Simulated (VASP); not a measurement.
Output of a VASP run:

OSZICAR:
```
       N       E                     dE             d eps       ncg     rms          rms(c)
DAV:   1     0.518448720719E+02    0.51845E+02   -0.70859E+03  3214   0.160E+03
DAV:   2    -0.222522921086E+02   -0.74097E+02   -0.68523E+02  3265   0.257E+02
DAV:   3    -0.268040842729E+02   -0.45518E+01   -0.44150E+01  3658   0.718E+01
DAV:   4    -0.268900526817E+02   -0.85968E-01   -0.85810E-01  3637   0.101E+01
DAV:   5    -0.268918141876E+02   -0.17615E-02   -0.17622E-02  3697   0.155E+00    0.227E+01
DAV:   6    -0.293547385361E+02   -0.24629E+01   -0.12945E+02  3472   0.229E+02    0.327E+01
DAV:   7    -0.200324859528E+02    0.93223E+01   -0.30883E+01  3682   0.129E+02    0.305E+00
DAV:   8    -0.200430718383E+02   -0.10586E-01   -0.18988E+00  3992   0.241E+01    0.205E+00
DAV:   9    -0.199880783571E+02    0.54993E-01   -0.33013E-01  4412   0.103E+01    0.135E+00
DAV:  10    -0.200345466876E+02   -0.46468E-01   -0.36438E-02  3267   0.259E+00    0.587E-01
DAV:  11    -0.200336764911E+02    0.87020E-03   -0.41266E-03  4707   0.959E-01    0.421E-01
DAV:  12    -0.200336862089E+02   -0.97178E-05   -0.12165E-04  3337   0.126E-01    0.423E-01
DAV:  13    -0.200328395377E+02    0.84667E-03   -0.18693E-03  4345   0.848E-01    0.193E-01
DAV:  14    -0.200327110943E+02    0.12844E-03   -0.74116E-04  3941   0.550E-01    0.536E-02
DAV:  15    -0.200327052873E+02    0.58070E-05   -0.54091E-05  3379   0.823E-02    0.486E-02
DAV:  16    -0.200327035353E+02    0.17520E-05   -0.23496E-05  4157   0.448E-02    0.299E-02
DAV:  17    -0.200327058884E+02   -0.23531E-05   -0.30013E-05  3672   0.553E-02    0.149E-02
DAV:  18    -0.200327171013E+02   -0.11213E-04   -0.34101E-06  3927   0.308E-02    0.108E-02
DAV:  19    -0.200327097160E+02    0.73853E-05   -0.54566E-06  4383   0.237E-02    0.238E-03
DAV:  20    -0.200327090207E+02    0.69525E-06   -0.59432E-07  3463   0.828E-03    0.176E-03
DAV:  21    -0.200327092445E+02   -0.22375E-06   -0.12729E-08  1610   0.177E-03    0.132E-03
DAV:  22    -0.200327086405E+02    0.60399E-06   -0.10740E-08  1595   0.116E-03    0.644E-04
DAV:  23    -0.200327091606E+02   -0.52010E-06   -0.44854E-09  1595   0.975E-04    0.390E-04
DAV:  24    -0.200327090902E+02    0.70413E-07   -0.68350E-10  1595   0.321E-04
   1 F= -.20032709E+02 E0= -.20032709E+02  d E =0.000000E+00
       N       E                     dE             ncg
```

**OUTCAR**
```
------------------------ aborting loop because EDIFF is reached ----------------------------------------
  FORCE on cell =-STRESS in cart. coord.  units (eV):
  Direction    XX          YY          ZZ          XY          YZ          ZX
  --------------------------------------------------------------------------------------
  Total        0.0128807      0.0128807      0.0128807      0.0000000     -0.0000000      0.0000000
  in kB        1.0279349      1.0279349      1.0279349      0.0000000     -0.0000000      0.0000000
  external PRESSURE =       1.0279349 kB  Pullay stress =       0.0000000 kB
  volume of cell :       20.08
      direct lattice vectors                 reciprocal lattice vectors
     0.000000000  2.157174559  2.157174559    -0.231784673  0.231784673  0.231784673
     2.157174559  0.000000000  2.157174559     0.231784673 -0.231784673  0.231784673
     2.157174559  2.157174559  0.000000000     0.231784673  0.231784673 -0.231784673
 POSITION                                       TOTAL-FORCE (eV/Angst)
 -----------------------------------------------------------------------------------
      0.00000      0.00000      0.00000        -0.000000      0.000000     -0.000000
      1.07859      1.07859      1.07859         0.000000     -0.000000      0.000000
 -----------------------------------------------------------------------------------
    total drift:                               -0.000026     -0.000026     -0.000026
  FREE ENERGIE OF THE ION-ELECTRON SYSTEM (eV)
  ---------------------------------------------------
  free  energy   TOTEN  =       -20.0327090902 eV

  energy  without entropy=      -20.0327090902  energy(sigma->0) =      -20.03270909

 total charge

# of ion       s       p       d       tot
------------------------------------------
    1        0.637   0.698   8.383   9.718
    2        0.946   1.390   0.000   2.335
--------------------------------------------------
tot          1.583   2.088   8.383  12.054
```
(Selected blocks of OUTCAR.)

**POSCAR**
```
NiC
1
    0.0000000000     2.1571745593     2.1571745593
    2.1571745593    -0.0000000000     2.1571745593
    2.1571745593     2.1571745593     0.0000000000
Ni C
1 1
Direct
  0.0000000000   0.0000000000   0.0000000000
  0.2500000000   0.2500000000   0.2500000000
```

### Question
Write an INCAR and KPOINTS that could have produced this output.

### Answer
One answer among several that fit: the input of the run itself, r2SCAN meta-GGA, plane waves, VASP's PBE PAW potentials (set 64).

KPOINTS:
```
Automatic mesh
0
Gamma
16 16 16
0 0 0
```

**KPOINTS_OPT**
```
k-points along high-symmetry lines
10
Line-mode
Reciprocal
  0.000000   0.000000   0.000000 ! GAMMA
 -0.500000  -0.500000   0.000000 ! X

 -0.500000  -0.500000   0.000000 ! X
 -0.375000  -0.375000   0.250000 ! U

 -0.375000   0.000000   0.375000 ! K
  0.000000   0.000000   0.000000 ! GAMMA

  0.000000   0.000000   0.000000 ! GAMMA
  0.000000   0.000000   0.500000 ! L

  0.000000   0.000000   0.500000 ! L
 -0.500000  -0.250000   0.250000 ! W

 -0.500000  -0.250000   0.250000 ! W
 -0.500000  -0.500000   0.000000 ! X
```

INCAR:
```
SYSTEM = NiC
PREC = Accurate; ENCUT = 520; LREAL = .FALSE.
LASPH = .TRUE.
EDIFF = 1E-7; NELM = 100; ALGO = Normal
LMAXMIX = 4; LMIXTAU = .TRUE.
ISMEAR = -5
METAGGA = R2SCAN
ISIF = 2
LWAVE = .FALSE.; LCHARG = .FALSE.; LORBIT = 11
NEDOS = 601
```

POTCAR, in this order: Ni C (PBE.64 set). Program: vasp_std.

For a metal the tetrahedron method with Blöchl corrections gives inexact stress and forces.

The structure was generated: NiC was put into the zinc blende type (F-43m), which need not be its known phase. It was relaxed first, which changed the volume by -18 %. The run is not spin-polarised, so no magnetic state was tried.
